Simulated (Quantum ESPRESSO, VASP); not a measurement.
An input for Quantum ESPRESSO (LDA (PZ), GBRV 1.5 ultrasoft (LDA) pseudopotentials):

```
&control
  calculation = 'scf'
  prefix = 'run'
  outdir = './out'
  pseudo_dir = './'
  tprnfor = .true.
  tstress = .true.
/
&system
  ibrav = 0
  celldm(1) = 10.3305658055
  nat = 3
  ntyp = 1
  ecutwfc = 40
  ecutrho = 200
  occupations = 'smearing'
  smearing = 'fermi-dirac'
  degauss = 0.0073499
/
&electrons
  conv_thr = 1.0d-10
  mixing_beta = 0.3
/
ATOMIC_SPECIES
Hg   200.5920  hg_lda_v1.uspp.F.UPF
ATOMIC_POSITIONS crystal
Hg    0.3030270000    0.6589520000    0.4828880000
Hg    0.6780850000    0.3406730000    0.4974520000
Hg    0.0188880000    0.0003750000    0.0196590000
K_POINTS automatic
3 3 5  0 0 0
CELL_PARAMETERS alat
   1.0000000000     0.0000000000     0.0000000000
  -0.5000000000     0.8660253901     0.0000000000
   0.0000000000     0.0000000000     0.5826586423
```

Write the VASP files for the same calculation.

One set of files that does it:

INCAR:
```
# general
SYSTEM  = Hg
PREC    = Accurate
ENCUT   = 300   # plane-wave cut-off (eV)
LREAL   = .FALSE.   # projection in real space or not
LASPH   = .TRUE.   # aspherical one-centre terms

# electronic loop
EDIFF   = 1E-6
NELM    = 100   # most electronic steps
ALGO    = Normal
LMAXMIX = 6

# smearing
ISMEAR  = -1
SIGMA   = 0.1

# ions
ISIF    = 2

# output
LWAVE   = .FALSE.
LCHARG  = .FALSE.
```

File KPOINTS:
```
Automatic
0
G
 3 3 5
```

### POSCAR
```
Hg
1
    5.4667000000     0.0000000000     0.0000000000
   -2.7333500000     4.7343010000     0.0000000000
    0.0000000000     0.0000000000     3.1852200000
Hg
3
Direct
  0.3030270000   0.6589520000   0.4828880000
  0.6780850000   0.3406730000   0.4974520000
  0.0188880000   0.0003750000   0.0196590000
```

POTCAR, in this order: Hg (LDA.64 set). Program: vasp_std.

Both are inputs of real runs that ended normally. What can't carry over is the choice of potentials or basis and its cut-off, and each code's defaults.

VASP's LDA is the Perdew-Zunger fit; the other code's may be Perdew-Wang, which differs slightly.

The structure comes from a computed database's Hg entry; how it stands against other phases isn't given here. The cell was not relaxed at this level, atoms are displaced from their ideal sites, and it may have been scaled.
